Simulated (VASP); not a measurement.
VASP ran on this input.

KPOINTS:
```
Automatic mesh
0
Gamma
9 9 1
0 0 0
```

### INCAR
```
SYSTEM=Re
PREC=Accurate; ENCUT=300; LREAL=.FALSE.
LASPH=.TRUE.
EDIFF=1E-6; NELM=100; ALGO=Normal
LMAXMIX=6
ISMEAR=-1; SIGMA=0.05
GGA=PS
ISIF=2
LWAVE=.FALSE.; LCHARG=.FALSE.
```

File POSCAR:
```
Re
1
    2.7371340000     0.0000000000     0.0000000000
   -1.3685670000     2.3704270000     0.0000000000
    0.0000000000     0.0000000000    16.7103030000
Re
4
Direct
  0.3333330000   0.6666670000   0.2992170000
  0.6666670000   0.3333330000   0.4330680000
  0.3333330000   0.6666670000   0.5669260000
  0.6666670000   0.3333330000   0.7007830000
```

POTCAR, in this order: Re (PBE.64 set). Program: vasp_std.

Problem. Translate this PBEsol calculation to Ansatz.

Solution. One equivalent input (not run):
Ansatz 0.2 input:
```yaml
crystal:
  lattice:
    - [2.7371340, 0.0000000, 0.0000000]
    - [-1.3685670, 2.3704270, 0.0000000]
    - [0.0000000, 0.0000000, 16.7103030]
  atoms:
    - { symbol: Re, position: [0.3333330, 0.6666670, 0.2992170] }
    - { symbol: Re, position: [0.6666670, 0.3333330, 0.4330680] }
    - { symbol: Re, position: [0.3333330, 0.6666670, 0.5669260] }
    - { symbol: Re, position: [0.6666670, 0.3333330, 0.7007830] }
kpoints:
  mp_grid: { grid: [9, 9, 1] }
hamiltonian:
  xc: pbesol
  pseudopotentials: { kind: paw }
scf:
  occupations: { method: fermi_dirac, width: 0.05 }
  max_iter: 100
output: { forces: true, stress: true, eigenvalues: true }
```
Limits of the translation: each code has its own PAW files, so the cut-off isn't converted (ENCUT is set for VASP's; basis.ecutwfc is left out, and Ansatz then takes the one that its files recommend); Ansatz stops its SCF on the density residual and VASP on the energy change (EDIFF).

The cell is a sheet with vacuum, built from a database entry that may be metastable or hypothetical.
